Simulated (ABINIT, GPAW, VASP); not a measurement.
**One calculation of Ta3N, 3 ways**

```xyz
4
Lattice="3.0322 0.0000 0.0000 -1.5161 2.6260 0.0000 0.0000 0.0000 7.5241" Properties=species:S:1:pos:R:3 pbc="T T T"
Ta    1.5161    0.8753    6.2155
Ta    0.0000    1.7507    1.3087
Ta    0.0000    0.0000    3.7621
N     0.0000    0.0000    0.0000
```

The cell comes from a database or a generator and needn't be the stable form of this composition.

Alike in all runs: task single point; functional PBE; k mesh 10 × 10 × 4; occupations fermi-dirac, width 0.05 eV; no spin polarisation; no spin-orbit coupling. Pressure is positive in compression and, in plane waves, holds the error of the finite cutoff.

| program and potentials | plane-wave cutoff (eV) | notes | pressure (GPa) | largest force (eV/Å) |
| --- | --- | --- | --- | --- |
| ABINIT, JTH PAW PBE v2.0 | 707 | 11 valence electrons an atom on average | -0.84 | 0.127 |
| GPAW, GPAW PAW data sets (gpaw-data 1.2.1) | 800 | 11 valence electrons an atom on average | -0.59 | 0.090 |
| VASP, PBE PAW files N, Ta_pv, 520 eV | 520 | 9.5 valence electrons an atom on average | -0.44 | 0.084 |

Force on atom 1 (Ta), eV/Å:

| program and potentials | x | y | z |
| --- | --- | --- | --- |
| ABINIT, JTH PAW PBE v2.0 | 0.000 | 0.000 | 0.127 |
| GPAW, GPAW PAW data sets (gpaw-data 1.2.1) | 0.000 | 0.000 | 0.090 |
| VASP, PBE PAW files N, Ta_pv, 520 eV | 0.000 | 0.000 | 0.084 |

The pressure spans -0.84 (ABINIT, JTH PAW PBE v2.0) to -0.44 GPa (VASP, PBE PAW files N, Ta_pv, 520 eV).

The functional is the same throughout but for its coding, so the spread measures potentials, basis and numerics; runs on potential files found faulty are left out.

All three calculations pull atom 1 towards the neighbouring nitrogen plane, and inversion symmetry requires an equal and opposite pull on its partner across that plane. The preferred internal distortion is therefore a thinner Ta-N-Ta slab, with wider gaps to the nitrogen-free tantalum layer. This probably reflects Ta 5d-N 2p bonding, which favours shorter Ta-N contacts at the expense of metallic Ta-Ta bonding between the layers. The negative pressures suggest that the cell would also contract slightly.

The direction of the force is thus more secure than its size. ABINIT and GPAW treat the same average number of valence electrons yet give 0.127 and 0.090 eV/Å, while VASP, with fewer, lies close to GPAW at 0.084 eV/Å. Valence count alone therefore cannot account for the spread; details of the potential construction may contribute. The vanishing forces on nitrogen and the middle tantalum are imposed by symmetry, so they don't show that these sites are stable against symmetry-breaking displacements.
